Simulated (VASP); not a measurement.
Input:

```
IrO2
1.0
    4.52405     0.00000     0.00000
    0.00000     4.52405     0.00000
    0.00000     0.00000     3.18107
Ir O
2 4
Direct
  0.00000   0.00000   0.00000
  0.50000   0.50000   0.50000
  0.30828   0.30828   0.00000
  0.80828   0.19172   0.50000
  0.19172   0.80828   0.50000
  0.69172   0.69172   0.00000
```

Level of theory: PBE GGA with D3 dispersion (zero damping), VASP's PBE PAW potentials (set 64) (plane waves; VASP). Run with 520 eV cut-off, 8×8×11 Γ-centred mesh, tetrahedra with Blöchl corrections, potentials Ir O.

Unless said otherwise, spin-orbit coupling is left out, though it shifts the bands of the heavy elements here.

Task: Predict the energy per atom (σ→0), band gap (on the k-mesh) with the smallest direct gap where there is one.

Result: 
```yaml
band gap (on the k-mesh): none (metal, semimetal or under 0.01 eV)
energy per atom (σ→0): -7.280 eV/atom
```

Total energies compare only between runs with the same potentials, cut-off and functional.

The compound is IrO2 in the rutile structure. It was relaxed first.
